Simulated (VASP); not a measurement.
```yaml
crystal:
  lattice:
    - [0.00000, 3.37143, 3.37143]
    - [3.37143, 0.00000, 3.37143]
    - [3.37143, 3.37143, 0.00000]
  atoms:
    - { symbol: Mg, position: [0.25000, 0.25000, 0.25000] }
    - { symbol: Mg, position: [0.75000, 0.75000, 0.75000] }
    - { symbol: Sn, position: [0.00000, 0.00000, 0.00000] }
```

Level of theory: PBEsol GGA, VASP's PBE PAW potentials (set 64) (plane waves; VASP). Numerical set-up: 500 eV cut-off, 8×8×8 Γ-centred mesh, first-order Methfessel-Paxton smearing of 0.10 eV, potentials Mg Sn_d.

Unless said otherwise, spin-orbit coupling is left out, though it shifts the bands of the heavy elements here.

Task: Estimate the energy per atom (σ→0), band gap (on the k-mesh) with the smallest direct gap where there is one.

Result: 
```json
{
 "band gap (on the k-mesh)": "none (metal, semimetal or under 0.01 eV)",
 "energy per atom (σ→0)": "-2.776 eV/atom"
}
```

Total energies compare only between runs with the same potentials, cut-off and functional.

The compound is Mg2Sn in the antifluorite structure. It was relaxed first.
